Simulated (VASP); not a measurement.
Output of a VASP run:

**OSZICAR**
```
...
RMM:   6    -0.265960200999E+03    0.10794E-04   -0.52097E-05   281   0.153E-02    0.125E-02
RMM:   7    -0.265960201125E+03   -0.12608E-06   -0.72123E-05   280   0.112E-02
   6 F= -.26596020E+03 E0= -.26596020E+03  d E =-.118140E-01
       N       E                     dE             d eps       ncg     rms          rms(c)
DAV:   1    -0.265962697735E+03   -0.24967E-02   -0.14171E-01   380   0.656E-01    0.228E-01
RMM:   2    -0.265963372862E+03   -0.67513E-03   -0.10969E-02   322   0.210E-01    0.600E-02
RMM:   3    -0.265963559495E+03   -0.18663E-03   -0.27126E-03   355   0.992E-02    0.543E-02
RMM:   4    -0.265963525077E+03    0.34418E-04   -0.26588E-04   322   0.386E-02    0.282E-02
RMM:   5    -0.265963530321E+03   -0.52439E-05   -0.19342E-04   323   0.251E-02    0.136E-02
RMM:   6    -0.265963524001E+03    0.63196E-05   -0.28218E-05   210   0.115E-02
   7 F= -.26596352E+03 E0= -.26596352E+03  d E =-.151369E-01
       N       E                     dE             d eps       ncg     rms          rms(c)
DAV:   1    -0.265965773870E+03   -0.22435E-02   -0.14517E-01   356   0.665E-01    0.220E-01
RMM:   2    -0.265966616928E+03   -0.84306E-03   -0.10444E-02   322   0.210E-01    0.489E-02
RMM:   3    -0.265966814093E+03   -0.19717E-03   -0.21714E-03   344   0.984E-02    0.548E-02
RMM:   4    -0.265966803590E+03    0.10503E-04   -0.25350E-04   326   0.396E-02    0.390E-02
RMM:   5    -0.265966796419E+03    0.71709E-05   -0.24547E-04   322   0.261E-02    0.122E-02
RMM:   6    -0.265966793902E+03    0.25167E-05   -0.29027E-05   223   0.121E-02
   8 F= -.26596679E+03 E0= -.26596679E+03  d E =-.326990E-02
       N       E                     dE             d eps       ncg     rms          rms(c)
DAV:   1    -0.265965103532E+03    0.16929E-02   -0.28549E-01   348   0.933E-01    0.310E-01
RMM:   2    -0.265966708942E+03   -0.16054E-02   -0.20646E-02   322   0.294E-01    0.704E-02
RMM:   3    -0.265967146749E+03   -0.43781E-03   -0.46925E-03   349   0.140E-01    0.794E-02
RMM:   4    -0.265967133701E+03    0.13048E-04   -0.51041E-04   326   0.555E-02    0.603E-02
RMM:   5    -0.265967111737E+03    0.21964E-04   -0.57272E-04   322   0.386E-02    0.177E-02
RMM:   6    -0.265967112991E+03   -0.12543E-05   -0.77738E-05   297   0.185E-02
   9 F= -.26596711E+03 E0= -.26596711E+03  d E =-.358899E-02
       N       E                     dE             d eps       ncg     rms          rms(c)
DAV:   1    -0.265967287508E+03   -0.17577E-03   -0.48511E-02   356   0.382E-01    0.119E-01
RMM:   2    -0.265967539396E+03   -0.25189E-03   -0.30902E-03   322   0.117E-01    0.267E-02
RMM:   3    -0.265967576669E+03   -0.37273E-04   -0.52253E-04   327   0.526E-02    0.275E-02
RMM:   4    -0.265967569832E+03    0.68369E-05   -0.79341E-05   313   0.223E-02
  10 F= -.26596757E+03 E0= -.26596757E+03  d E =-.404583E-02
       N       E                     dE             d eps       ncg     rms          rms(c)
DAV:   1    -0.265967972938E+03   -0.39627E-03   -0.79054E-02   356   0.490E-01    0.165E-01
RMM:   2    -0.265968438308E+03   -0.46537E-03   -0.55880E-03   322   0.153E-01    0.356E-02
RMM:   3    -0.265968526996E+03   -0.88688E-04   -0.10199E-03   331   0.712E-02    0.330E-02
RMM:   4    -0.265968521138E+03    0.58573E-05   -0.14697E-04   325   0.305E-02    0.181E-02
RMM:   5    -0.265968521395E+03   -0.25637E-06   -0.59483E-05   290   0.157E-02
  11 F= -.26596852E+03 E0= -.26596852E+03  d E =-.951563E-03
```

File OUTCAR:
```
------------------------ aborting loop because EDIFF is reached ----------------------------------------
  FORCE on cell =-STRESS in cart. coord.  units (eV):
  Direction    XX          YY          ZZ          XY          YZ          ZX
  --------------------------------------------------------------------------------------
  Total       -5.0166865     -5.0992590     -5.0285922      0.0058225      0.0110845     -0.0112684
  in kB       -4.6519575     -4.7285267     -4.6629976      0.0053992      0.0102786     -0.0104492
  external PRESSURE =      -4.6811606 kB  Pullay stress =       0.0000000 kB
  volume of cell :     1727.79
      direct lattice vectors                 reciprocal lattice vectors
    11.999521734  0.000000000  0.000000000     0.083336655  0.000000000  0.000000000
     0.000000000 11.999521734  0.000000000     0.000000000  0.083336655  0.000000000
     0.000000000  0.000000000 11.999521734     0.000000000  0.000000000  0.083336655
  FREE ENERGIE OF THE ION-ELECTRON SYSTEM (eV)
  ---------------------------------------------------
  free  energy   TOTEN  =      -265.9685213948 eV

  energy  without entropy=     -265.9685210668  energy(sigma->0) =     -265.96852123

 reached required accuracy - stopping structural energy minimisation
```
(Selected blocks of OUTCAR.)

### POSCAR
```
In32P31Se
1
   11.9995217336     0.0000000000     0.0000000000
    0.0000000000    11.9995217336    -0.0000000000
   -0.0000000000    -0.0000000000    11.9995217336
In P Se
32 31 1
Direct
  0.5000000000   0.0000000000   0.0000000000
  0.7500000000   0.2500000000   0.0000000000
  0.7500000000   0.0000000000   0.2500000000
  0.0000000000   0.0000000000   0.0000000000
  0.2500000000   0.2500000000   0.0000000000
  0.5000000000   0.5000000000   0.0000000000
  0.7500000000   0.7500000000   0.0000000000
  0.2500000000   0.0000000000   0.2500000000
  0.5017240000   0.2541880000   0.2511650000
  0.7457810000   0.4963570000   0.2505820000
  0.5000000000   0.0000000000   0.5000000000
  0.7463780000   0.2481440000   0.4964710000
  0.7500000000   0.0000000000   0.7500000000
  0.0000000000   0.5000000000   0.0000000000
  0.2500000000   0.7500000000   0.0000000000
  0.0000000000   0.2500000000   0.2500000000
  0.2500000000   0.5000000000   0.2500000000
  0.5000000000   0.7500000000   0.2500000000
  0.0000000000   0.0000000000   0.5000000000
  0.2500000000   0.2500000000   0.5000000000
  0.4982190000   0.5003390000   0.4967140000
  0.7500000000   0.7500000000   0.5000000000
  0.2500000000   0.0000000000   0.7500000000
  0.5000000000   0.2500000000   0.7500000000
  0.7500000000   0.5000000000   0.7500000000
  0.0000000000   0.7500000000   0.2500000000
  0.0000000000   0.5000000000   0.5000000000
  0.2500000000   0.7500000000   0.5000000000
  0.0000000000   0.2500000000   0.7500000000
  0.2500000000   0.5000000000   0.7500000000
  0.5000000000   0.7500000000   0.7500000000
  0.0000000000   0.7500000000   0.7500000000
  0.6250000000   0.1250000000   0.1250000000
  0.8750000000   0.3750000000   0.1250000000
  0.8750000000   0.1250000000   0.3750000000
  0.1250000000   0.1250000000   0.1250000000
  0.3750000000   0.3750000000   0.1250000000
  0.6250000000   0.6250000000   0.1250000000
  0.8750000000   0.8750000000   0.1250000000
  0.3750000000   0.1250000000   0.3750000000
  0.8750000000   0.6250000000   0.3750000000
  0.6250000000   0.1250000000   0.6250000000
  0.8750000000   0.3750000000   0.6250000000
  0.8750000000   0.1250000000   0.8750000000
  0.1250000000   0.6250000000   0.1250000000
  0.3750000000   0.8750000000   0.1250000000
  0.1250000000   0.3750000000   0.3750000000
  0.3750000000   0.6250000000   0.3750000000
  0.6250000000   0.8750000000   0.3750000000
  0.1250000000   0.1250000000   0.6250000000
  0.3750000000   0.3750000000   0.6250000000
  0.6250000000   0.6250000000   0.6250000000
  0.8750000000   0.8750000000   0.6250000000
  0.3750000000   0.1250000000   0.8750000000
  0.6250000000   0.3750000000   0.8750000000
  0.8750000000   0.6250000000   0.8750000000
  0.1250000000   0.8750000000   0.3750000000
  0.1250000000   0.6250000000   0.6250000000
  0.3750000000   0.8750000000   0.6250000000
  0.1250000000   0.3750000000   0.8750000000
  0.3750000000   0.6250000000   0.8750000000
  0.6250000000   0.8750000000   0.8750000000
  0.1250000000   0.8750000000   0.8750000000
  0.6208970000   0.3719300000   0.3762380000
```

Task: Reconstruct the remaining input files.

Result: One answer among several that fit: the input of the run itself, PBE GGA, plane waves, VASP's PBE PAW potentials (set 64).

### KPOINTS
```
Automatic mesh
0
Gamma
1 1 1
0 0 0
```

### INCAR
```
ALGO=Fast
EDIFF=1E-5
EDIFFG=-0.03
ENCUT=400
GGA=PE
IBRION=2
ISIF=2
ISMEAR=0
ISYM=0
LASPH=.TRUE.
LCHARG=.FALSE.
LMAXMIX=4
LREAL=Auto
LWAVE=.TRUE.
NELECT=256.0
NELM=100
NELMIN=4
NSW=60
PREC=Normal
SIGMA=0.05
SYSTEM=In32P31Se
```

POTCAR, in this order: In P Se (PBE.64 set). Program: vasp_gam.

The cell is charged, with a uniform compensating background. The supercell is sampled at Γ alone, which is coarse: total energies, pressure and levels can be off, energies of defects by several tenths of an eV.

The cell is a supercell with a defect, built from InP (zinc blende): Se_P, charge +1. The run is not spin-polarised, so no state with unpaired spins was tried.
